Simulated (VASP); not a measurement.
VASP ran on this input.

KPOINTS:
```
kpoints
0
Gamma
 8 8 8
0 0 0
```

### INCAR
```
# general
SYSTEM  = GaP
PREC    = Accurate
ENCUT   = 400
LREAL   = .FALSE.   # projection in real space or not
LASPH   = .TRUE.   # aspherical one-centre terms

# electronic loop
EDIFF   = 1E-6
NELM    = 100   # most electronic steps
ALGO    = Damped
LMAXMIX = 4   # l cut-off of mixed one-centre charges

# smearing
ISMEAR  = 0   # Gaussian
SIGMA   = 0.05   # width (eV)

# functional
GGA     = PE   # PBE

# ions
ISIF    = 2

# output
LWAVE   = .FALSE.
LCHARG  = .FALSE.
```

File POSCAR:
```
GaP
2.7250
  0.0000000000   1.0000000000   1.0000000000
  1.0000000000   0.0000000000   1.0000000000
  1.0000000000   1.0000000000   0.0000000000
Ga P
1 1
Direct
  0.0000000000   0.0000000000   0.0000000000
  0.2500000000   0.2500000000   0.2500000000
```

POTCAR, in this order: Ga_d P (PBE.64 set). Program: vasp_std.

Question: Write an equivalent input for Quantum ESPRESSO's pw.x.

Answer: One equivalent input (not run):
```
&CONTROL
  calculation = 'scf'
  pseudo_dir = './pseudo'
  outdir = './out'
  tprnfor = .true.
  tstress = .true.
/
&SYSTEM
  ibrav = 0
  nat = 2
  ntyp = 2
  ecutwfc = 80
  occupations = 'smearing'
  smearing = 'gaussian'
  degauss = 0.003675
  input_dft = 'pbe'
/
&ELECTRONS
  conv_thr = 7.3e-08
  electron_maxstep = 100
/
ATOMIC_SPECIES
  Ga 69.723 Ga.upf
  P 30.974 P.upf
CELL_PARAMETERS angstrom
     0.0000000    2.7250000    2.7250000
     2.7250000    0.0000000    2.7250000
     2.7250000    2.7250000    0.0000000
ATOMIC_POSITIONS crystal
  Ga   0.0000000  0.0000000  0.0000000
  P    0.2500000  0.2500000  0.2500000
K_POINTS automatic
  8 8 8 0 0 0
```
The two are equivalent in intent, not identical: the potentials are each code's own (VASP's PAW set, PseudoDojo norm-conserving files in pw.x), so ENCUT and ecutwfc are chosen apart and not converted; conv_thr bounds pw.x's estimated SCF error, while EDIFF bounds the energy change between steps.

The compound is GaP in the zinc blende structure. The cell was not relaxed at this level. The run is one of a series of settings (ALGO = Damped against the base run), some of them coarse on purpose.
